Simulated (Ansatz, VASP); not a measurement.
# Al36Ga12N47 (V_N hop (3.1 A)): VASP beside Ansatz

One calculation is typed for both programs; each brings its own data sets. How far apart do they land? Of the first pair: The structure shown is the start of the Ansatz relaxation below; VASP solves that cell, so the two are compared at the walk's first step.

Method: plane waves, with VASP 6.6.1 beside it; single point at PBEsol, in Ansatz 0.2.0.

### 1. The structure

The cell holds 95 atoms: 36 Al, 12 Ga and 47 N. Its edges and angles: a = 10.087 Å, b = 9.390 Å, c = 10.836 Å, α = 90.0°, β = 90.0°, γ = 90.0°. It derives from Al3GaN4 (Al3GaN4 (Pm)). Nearest the centre at fractional (0.558, 0.583, 0.708): Al36 at 1.08 Å, N92 at 1.56 Å, Al30 at 2.45 Å, Al29 at 2.46 Å, Al28 at 2.48 Å, Ga48 at 2.49 Å, N72 at 2.65 Å, N93 at 2.70 Å.

### 2. Ansatz: relaxation, PBEsol

Ansatz runs on its default PAW (the set named soft_2) files.

The two programs are compared at the cell with which this relaxation starts, whose forces are those of its first step.

input.yaml

```yaml
crystal:
  lattice:
    - [10.08692303, 0.0, 0.00025291]
    - [0.0, 9.39015873, 0.0]
    - [-0.00644803, 0.0, 10.83602103]
  atoms:
    - { symbol: Al, position: [0.24979736, 0.16652531, 0.08448392] }
    - { symbol: Al, position: [0.00043949, 0.16695177, 0.41712268] }
    - { symbol: Al, position: [0.00028555, 7.686e-05, 0.16571487] }
    - { symbol: Ga, position: [0.24939883, 5.943e-05, 0.33365845] }
    - { symbol: "N", position: [0.05531613, 8.178e-05, 0.33306222] }
    - { symbol: "N", position: [0.06102161, 0.16652391, 0.08323094] }
    - { symbol: "N", position: [0.31246603, 0.16631973, 0.42116291] }
    - { symbol: "N", position: [0.3115493, 6.869e-05, 0.16406714] }
    - { symbol: Al, position: [0.24828031, 0.16593182, 0.58416278] }
    - { symbol: Al, position: [-0.00052575, 0.16653179, 0.91716768] }
    - { symbol: Al, position: [-0.00202233, 5.697e-05, 0.66543948] }
    - { symbol: Ga, position: [0.24836523, 2.898e-05, 0.83343314] }
    - { symbol: "N", position: [0.05430013, 6.019e-05, 0.83258498] }
    - { symbol: "N", position: [0.05910222, 0.16663692, 0.58356391] }
    - { symbol: "N", position: [0.3115538, 0.16655206, 0.92082627] }
    - { symbol: "N", position: [0.31039455, 6.643e-05, 0.66360983] }
    - { symbol: Al, position: [0.25003351, 0.50003142, 0.08431293] }
    - { symbol: Al, position: [0.00474752, 0.50008003, 0.4156991] }
    - { symbol: Al, position: [0.00130378, 0.33332816, 0.16572155] }
    - { symbol: Ga, position: [0.25288381, 0.33376952, 0.33437886] }
    - { symbol: "N", position: [0.05872062, 0.33282743, 0.3327494] }
    - { symbol: "N", position: [0.0612914, 0.50006464, 0.08336604] }
    - { symbol: "N", position: [0.31943552, 0.50011195, 0.42326919] }
    - { symbol: "N", position: [0.3118559, 0.33346644, 0.1636227] }
    - { symbol: Al, position: [0.25140565, 0.50007498, 0.58551779] }
    - { symbol: Al, position: [-0.00071465, 0.50008293, 0.91756045] }
    - { symbol: Al, position: [-0.00081902, 0.33442203, 0.66490253] }
    - { symbol: Ga, position: [0.2473728, 0.33313775, 0.83459644] }
    - { symbol: "N", position: [0.05344031, 0.33352886, 0.83280806] }
    - { symbol: "N", position: [0.06195024, 0.50008329, 0.5826914] }
    - { symbol: "N", position: [0.31148505, 0.50010002, 0.92062065] }
    - { symbol: "N", position: [0.30743373, 0.33155341, 0.66465643] }
    - { symbol: Al, position: [0.24978279, 0.83355554, 0.084521] }
    - { symbol: Al, position: [0.00050252, 0.8332402, 0.41714128] }
    - { symbol: Al, position: [0.00131118, 0.66680212, 0.16575099] }
    - { symbol: Ga, position: [0.25289846, 0.66633415, 0.33438162] }
    - { symbol: "N", position: [0.05874381, 0.66731372, 0.33277205] }
    - { symbol: "N", position: [0.06100496, 0.83359126, 0.08324838] }
    - { symbol: "N", position: [0.31244196, 0.83390106, 0.42113973] }
    - { symbol: "N", position: [0.31185735, 0.66662013, 0.16363707] }
    - { symbol: Al, position: [0.24829952, 0.83420771, 0.58416879] }
    - { symbol: Al, position: [-0.00053051, 0.833613, 0.91718226] }
    - { symbol: Al, position: [-0.00081999, 0.66576094, 0.66489454] }
    - { symbol: Ga, position: [0.24733401, 0.66696606, 0.8346249] }
    - { symbol: "N", position: [0.0534087, 0.6666059, 0.83281281] }
    - { symbol: "N", position: [0.05917637, 0.83349731, 0.58357621] }
    - { symbol: "N", position: [0.31150995, 0.83364157, 0.92086424] }
    - { symbol: "N", position: [0.31159519, 0.66666667, 0.66314769] }
    - { symbol: Al, position: [0.74993755, 0.1665013, 0.08298989] }
    - { symbol: Al, position: [0.50014984, 0.16760406, 0.41881684] }
    - { symbol: Al, position: [0.50053588, 0.00010923, 0.16778121] }
    - { symbol: Ga, position: [0.74964802, 5.142e-05, 0.33311539] }
    - { symbol: "N", position: [0.5555114, 0.00015125, 0.3355241] }
    - { symbol: "N", position: [0.56103098, 0.16580436, 0.08427695] }
    - { symbol: "N", position: [0.81241386, 0.16699509, 0.41991817] }
    - { symbol: "N", position: [0.81138944, 7.302e-05, 0.16294301] }
    - { symbol: Al, position: [0.74790357, 0.1682717, 0.58316938] }
    - { symbol: Al, position: [0.49954217, 0.16555003, 0.91866943] }
    - { symbol: Al, position: [0.49903117, 7.289e-05, 0.66651577] }
    - { symbol: Ga, position: [0.74826568, 3.49e-06, 0.83258559] }
    - { symbol: "N", position: [0.55430536, 7.771e-05, 0.83337055] }
    - { symbol: "N", position: [0.55882032, 0.1717532, 0.58587639] }
    - { symbol: "N", position: [0.81185126, 0.16656019, 0.9191395] }
    - { symbol: "N", position: [0.80861114, 3.057e-05, 0.66209834] }
    - { symbol: Al, position: [0.75016376, 0.50004376, 0.08334439] }
    - { symbol: Al, position: [0.51006255, 0.4999744, 0.41748863] }
    - { symbol: Al, position: [0.5005762, 0.33316764, 0.16503125] }
    - { symbol: Ga, position: [0.75077574, 0.33281378, 0.33157527] }
    - { symbol: "N", position: [0.55658002, 0.33161045, 0.33162342] }
    - { symbol: "N", position: [0.56120985, 0.50008792, 0.08379381] }
    - { symbol: "N", position: [0.81897764, 0.50005788, 0.41376025] }
    - { symbol: "N", position: [0.81234828, 0.33291903, 0.1618554] }
    - { symbol: Al, position: [0.75011431, 0.5, 0.58366544] }
    - { symbol: Al, position: [0.50045971, 0.5, 0.91740264] }
    - { symbol: Al, position: [0.50054365, 0.33333333, 0.66584605] }
    - { symbol: Ga, position: [0.74922326, 0.33382004, 0.83263839] }
    - { symbol: "N", position: [0.55558724, 0.33333333, 0.83316332] }
    - { symbol: "N", position: [0.81188755, 0.50009697, 0.91976146] }
    - { symbol: "N", position: [0.808464, 0.33609141, 0.66132971] }
    - { symbol: Al, position: [0.74995217, 0.83358532, 0.08304581] }
    - { symbol: Al, position: [0.50009087, 0.83264587, 0.41871792] }
    - { symbol: Al, position: [0.50059011, 0.66695583, 0.16513726] }
    - { symbol: Ga, position: [0.75082291, 0.66724225, 0.33162581] }
    - { symbol: "N", position: [0.55663126, 0.66850453, 0.33180844] }
    - { symbol: "N", position: [0.56105127, 0.83439531, 0.08448585] }
    - { symbol: "N", position: [0.81246693, 0.83324794, 0.41993114] }
    - { symbol: "N", position: [0.81234689, 0.66717566, 0.16189656] }
    - { symbol: Al, position: [0.74787464, 0.83182883, 0.58311871] }
    - { symbol: Al, position: [0.49950847, 0.83471622, 0.91880468] }
    - { symbol: Al, position: [0.50054365, 0.66666667, 0.66584605] }
    - { symbol: Ga, position: [0.74970977, 0.66666667, 0.83310103] }
    - { symbol: "N", position: [0.561293, 0.5, 0.583587] }
    - { symbol: "N", position: [0.56122767, 0.83333333, 0.58357752] }
    - { symbol: "N", position: [0.81186462, 0.83357509, 0.91917994] }
    - { symbol: "N", position: [0.81159519, 0.66666667, 0.66314769] }
basis:
  ecutwfc: 420
  xc_grid: 2
hamiltonian:
  xc: pbesol
kpoints:
  mp_grid: { grid: [1, 1, 1], shift: [0.25, 0.25, 0.25] }
magnetization:
  spin_polarized: true
  initial_magnetization: 1
  spin_locking: { lock_magnetization: hard }
scf:
  occupations: { method: fixed }
  max_iter: 150
output:
  forces: true
relax:
  f_tol: 0.02
  max_steps: 70
  random_displacement: { amplitude: 0.01, seed: 6975 }
```

The run is started by

```bash
$ ansatz run input.yaml --threads 32 --pin off --max-ram 84787MiB --backend cuda --events-out ev --progress --plain --runs-dir out --max-vram 78GiB
```

Output:

```text
[...]
Engine: ansatz 0.2.0, aarch64-unknown-linux-gnu
[...]
Pseudopotential: Al, paw, valence charge 3, recommended cutoff 420 eV (normal), Al.paw.azcp
Pseudopotential: Ga, paw, valence charge 13, recommended cutoff 420 eV (normal), Ga.paw.azcp
Pseudopotential: N, paw, valence charge 5, recommended cutoff 420 eV (normal), N.paw.azcp
Functional definition: PBEsol
[...]
Crystal: 95 atoms, lattice volume = 1026.364 Å³
Basis set: ecut = 420 eV, 20007 PW (Γ), exchange–correlation on 144×128×150 points (8 copies of the dense FFT grid, shifted against one another)
Bands: 345, of which v1, the nominal top of the filled ones, is band 250 counted from 1 (249 counted from 0)
[...]
k-points: 1
[...]
SCF 1 converged in 9 iterations: F = -81703.859113 eV  dr2 = 1.11e-6
[...]
relax step   1: F+E_penalty+E_count = -81703.85911318 eV  Δ(F+E_penalty+E_count) = +0.000e0 eV  max|allowed force component| = 1.308e0 eV/Å  Δτ_max = 0.0000 Å  (9 SCF iters, dr2 threshold 1.00e-5 eV,  [...]
[...]
relax step   9: F+E_penalty+E_count = -81704.27219424 eV  Δ(F+E_penalty+E_count) = +1.235e-1 eV  max|allowed force component| = 7.362e-1 eV/Å  Δτ_max = 0.1482 Å  (8 SCF iters, dr2 threshold 6.35e-6 eV [...]
[...]
relax step  12: F+E_penalty+E_count = -81704.40691472 eV  Δ(F+E_penalty+E_count) = -7.273e-6 eV  max|allowed force component| = 3.595e-2 eV/Å  Δτ_max = 0.0000 Å  (5 SCF iters, accepted)
[...]
relax step  15: F+E_penalty+E_count = -81704.40844040 eV  Δ(F+E_penalty+E_count) = -3.230e-4 eV  max|allowed force component| = 1.165e-2 eV/Å  Δτ_max = 0.0059 Å  (8 SCF iters, accepted)
[...]
```

### 3. VASP: single point, PBEsol, start cell, pair 1

The same cell, functional and mesh now go to VASP, with its own data sets.

Lines of VASP's logs that name or quote its potential files are left out, and so is its time.

INCAR

```
SYSTEM = Al36Ga12N47
PREC = Accurate
ENCUT = 520
EDIFF = 1E-06
NELM = 200
ISMEAR = 0
SIGMA = 0.01
LREAL = Auto
ALGO = Normal
GGA = PS
NBANDS = 320
ISPIN = 2
MAGMOM = 0 0 0 0 0 0 0 0 0 0 0 0 0 0 0 0 0 0 0 0 0 0 0 0 0 0 0 0 0.02 0 -0 -0 0 0 0.01 0.02 0 0 0 0 0 0 0 -0 0 0 0 0.05 0 0 0 0 0 0 0 0 0 0 0 0 0 0 0.03 0 0 0 0 0 -0 0 0 0.03 0 0 0 0 0.01 0 0 0 0 -0 0 0 0.01 0.01 0 0 0 0 0 0.01 -0 0.06 0.02
LORBIT = 11
LWAVE = .FALSE.
LCHARG = .FALSE.
ISIF = 2
ISYM = 0
NUPDOWN = 1
LASPH = .TRUE.
GGA_COMPAT = .FALSE.
NCORE = 2
```

POSCAR

```
Al36Ga12N47
1.0
   10.0869230277      0.0000000000      0.0002529055
    0.0000000000      9.3901587298      0.0000000000
   -0.0064480299      0.0000000000     10.8360210313
Al Ga N
36 12 47
Direct
    0.2499818236      0.1655989046      0.0848961787
    0.9999915032      0.1670898272      0.4162967190
[... 7 atom lines left out ...]
    0.2506988252      0.4998850536      0.5861871787
[... 5 atom lines left out ...]
    0.2489128027      0.8335322357      0.5837878157
[... 1 atom line left out ...]
    0.9986203723      0.6651644748      0.6643582850
[... 1 atom line left out ...]
    0.5006186779      0.1684742554      0.4190535786
[... 1 atom line left out ...]
    0.7469832377      0.1684742554      0.5834993367
    0.5003428810      0.1657053991      0.9181297666
    0.4993884298      0.9996922310      0.6657308694
    0.7496374089      0.5008435039      0.0829465364
    0.5110273691      0.4998850536      0.4177613485
[... 1 atom line left out ...]
    0.7495608914      0.4991395923      0.5835915613
    0.5014328119      0.4998850536      0.9172068932
    0.5007767194      0.3341796545      0.6662845458
[... 1 atom line left out ...]
    0.5009155617      0.8324672910      0.4182230085
[... 1 atom line left out ...]
    0.7471811012      0.8325737855      0.5828533385
    0.4995497159      0.8352361473      0.9180375003
    0.5013713720      0.6671878698      0.6660076775
[... 3 atom lines left out ...]
    0.2476846194      0.3329017208      0.8336950743
[... 1 atom line left out ...]
    0.2476857402      0.6667618919      0.8354484855
[... 1 atom line left out ...]
    0.7475386581      0.9995740221      0.8320222817
[... 1 atom line left out ...]
    0.7485308076      0.3333276987      0.8332219609
    0.7507871869      0.6676138477      0.3307311892
    0.7496215054      0.6676138477      0.8334987899
[... 7 atom lines left out ...]
    0.3103308265      0.9992715778      0.6642587251
[... 2 atom lines left out ...]
    0.3190986499      0.5000980425      0.4223800678
[... 3 atom lines left out ...]
    0.3106933388      0.5000980425      0.9211795912
    0.3065635727      0.3315172927      0.6642588130
[... 2 atom lines left out ...]
    0.3126543681      0.8344906860      0.4219187943
[... 3 atom lines left out ...]
    0.3124777684      0.8334257413      0.9210872648
    0.3122133916      0.6671878698      0.6625975548
[... 4 atom lines left out ...]
    0.5535256757      0.9995633727      0.8329496578
    0.5581265065      0.1710301227      0.5860877188
[... 1 atom line left out ...]
    0.8084990429      0.9990181210      0.6618476935
    0.5566747123      0.3307718314      0.3311048588
    0.5619692160      0.5007370094      0.0837814796
    0.8195433297      0.5008435039      0.4141550409
[... 1 atom line left out ...]
    0.5558063865      0.3340731600      0.8337801678
    0.8125305556      0.4993525812      0.9201527459
    0.8081016640      0.3365225329      0.6605557156
    0.5572696598      0.6691047703      0.3312894145
    0.5618706087      0.8338517192      0.0846120451
    0.8124087966      0.8323607965      0.4195077256
[... 1 atom line left out ...]
    0.5612971020      0.5009499983      0.5832268161
    0.5616940090      0.8324672910      0.5837805156
    0.8118354080      0.8337452247      0.9183070662
    0.8111771327      0.6666553974      0.6639701813
```

KPOINTS

```
Points of the shifted mesh
1
Reciprocal
 0.2500000000  0.2500000000  0.2500000000 1
```

The projector-augmented-wave data sets are Al, Ga_d and N (PBE family, release 64).

The run is started by

```bash
$ mpirun -np 8 vasp_std
```

Output:

```text
[banner, memory and clock lines left out]
running    8 mpi-ranks, on    1 nodes
[...]
|                                                                             |
|               ----> ADVICE to this user running VASP <----                  |
|                                                                             |
|     You enforced a specific xc type in the INCAR file but a different       |
|     [... a line on the potential file left out ...]
|     I HOPE YOU KNOW WHAT YOU ARE DOING!                                     |
|                                                                             |

 LDA part: xc-table for (Slater+PW92), standard interpolation
 POSCAR, INCAR and KPOINTS ok, starting setup
[...]
entering main loop
       N       E                     dE             d eps       ncg     rms          rms(c)
DAV:   1     0.702983075859E+04    0.70298E+04   -0.18099E+05  1280   0.196E+03
DAV:   2     0.126696733052E+04   -0.57629E+04   -0.53763E+04  1328   0.575E+02
DAV:   3    -0.577204103467E+03   -0.18442E+04   -0.17053E+04  1760   0.244E+02
DAV:   4    -0.799132069030E+03   -0.22193E+03   -0.21889E+03  1872   0.900E+01
[...]
DAV:  17    -0.706268007608E+03   -0.73561E-05   -0.10345E-04  1760   0.329E-02    0.698E-03
DAV:  18    -0.706268008696E+03   -0.10878E-05   -0.17795E-05  1512   0.187E-02    0.520E-03
DAV:  19    -0.706268008790E+03   -0.93612E-07   -0.36443E-06  1080   0.121E-02
   1 F= -.70626801E+03 E0= -.70626801E+03  d E =-.214484E-31  mag=     1.0000
```

OUTCAR, selected parts (step 3):

```text
  FREE ENERGIE OF THE ION-ELECTRON SYSTEM (eV)
  ---------------------------------------------------
  free  energy   TOTEN  =      -706.2680087897 eV

  energy  without entropy=     -706.2680087897  energy(sigma->0) =     -706.26800879

 magnetization (x)
# of ion       s       p       d       tot
------------------------------------------
    1        0.000   0.000   0.000   0.000
    2        0.000   0.000   0.000   0.000
    3       -0.000   0.000   0.000   0.000
    4        0.000   0.000   0.000   0.000
    5        0.000   0.000   0.000   0.000
    6        0.000   0.000   0.000   0.000
    7        0.001   0.001   0.000   0.002
    8        0.000   0.000   0.000   0.000
    9        0.000   0.000   0.000   0.000
   10        0.000   0.001   0.000   0.001
   11        0.001   0.002   0.000   0.003
   12        0.000   0.000   0.000   0.000
   13        0.001   0.001   0.000   0.002
[...]
--------------------------------------------------
tot          0.163   0.278   0.008   0.449
```

The run ends at a pressure of 0.08 GPa, with forces up to 1.6 eV/Å.

### 4. Side by side

Known differences besides the potentials themselves: VASP starts from the moments at which Ansatz ended; fixed occupations in Ansatz, narrow Gaussian smearing in VASP; the cutoff is 420 eV in Ansatz and 520 eV in VASP (PREC = Accurate, projectors in real space); Ansatz makes its cores anew for this functional, VASP keeps those of its PBE data sets. Total energies have different zeros and are not compared.

Forces on 10 of the 95 atoms, those with the largest forces and the largest differences (eV/Å; atoms numbered as in POSCAR):

| atom | Ansatz x, y, z | VASP x, y, z |
| --- | --- | --- |
| Al26 | -1.298, 0.079, -0.538 | -1.310, 0.090, -0.545 |
| Al28 | 0.533, 0.758, -0.530 | 0.520, 0.768, -0.535 |
| Ga42 | 0.418, 0.001, -0.469 | 0.429, 0.005, -0.444 |
| Ga48 | -0.906, -0.147, -0.050 | -0.896, -0.147, -0.045 |
| N63 | 0.233, -0.271, -0.078 | 0.217, -0.261, -0.100 |
| N64 | 0.905, 0.261, 0.098 | 0.909, 0.273, 0.105 |
| N71 | -0.262, 0.275, 0.097 | -0.288, 0.268, 0.084 |
| N83 | -1.308, -0.120, 0.849 | -1.327, -0.126, 0.852 |
| N87 | 0.355, -0.655, 0.459 | 0.351, -0.662, 0.476 |
| N94 | 0.431, 0.550, 0.677 | 0.423, 0.539, 0.656 |

The forces differ by 8.1 meV/Å r.m.s., which is 3.0 % of the r.m.s. force of 0.267 eV/Å (both taken over all components). Moments aren't recorded for both runs of this pair, so they may hold unlike magnetic states.

### 5. Ansatz: relaxation, PBEsol

This run makes the geometry at which the two programs are then compared.

The structure compared here is the end of the Ansatz relaxation.

input.yaml is that of step 2.

The run is started by

```bash
$ ansatz run input.yaml --threads 32 --pin off --max-ram 84787MiB --backend cuda --events-out ev --progress --plain --runs-dir out --max-vram 78GiB
```

Output:

```text
[...]
Crystal: 95 atoms, lattice volume = 1026.364 Å³
Basis set: ecut = 420 eV, 20007 PW (Γ), exchange–correlation on 144×128×150 points (8 copies of the dense FFT grid, shifted against one another)
Bands: 345, of which v1, the nominal top of the filled ones, is band 250 counted from 1 (249 counted from 0)
[...]
k-points: 1
[...]
SCF 1 converged in 9 iterations: F = -81703.859113 eV  dr2 = 1.11e-6
[...]
relax step   1: F+E_penalty+E_count = -81703.85911318 eV  Δ(F+E_penalty+E_count) = +0.000e0 eV  max|allowed force component| = 1.308e0 eV/Å  Δτ_max = 0.0000 Å  (9 SCF iters, dr2 threshold 1.00e-5 eV,  [...]
[...]
relax step   9: F+E_penalty+E_count = -81704.27219424 eV  Δ(F+E_penalty+E_count) = +1.235e-1 eV  max|allowed force component| = 7.362e-1 eV/Å  Δτ_max = 0.1482 Å  (8 SCF iters, dr2 threshold 6.35e-6 eV [...]
[...]
relax step  15: F+E_penalty+E_count = -81704.40844040 eV  Δ(F+E_penalty+E_count) = -3.230e-4 eV  max|allowed force component| = 1.165e-2 eV/Å  Δτ_max = 0.0059 Å  (8 SCF iters, accepted)
[...]
```

[end of part 1 of 2]

[Lines on the potential files, build, host, timing and source positions are cut from VASP's logs without a mark.]

[Logs are printed without paths, hosts, clocks, repeated set-up lines and the standing remarks that a program may print on its own settings, such as how far it seeks lower states.]

[Hosts, paths, dates, database ids (printed as entryN), source tags and the programs' standing remarks are cut or masked in the printed files.]
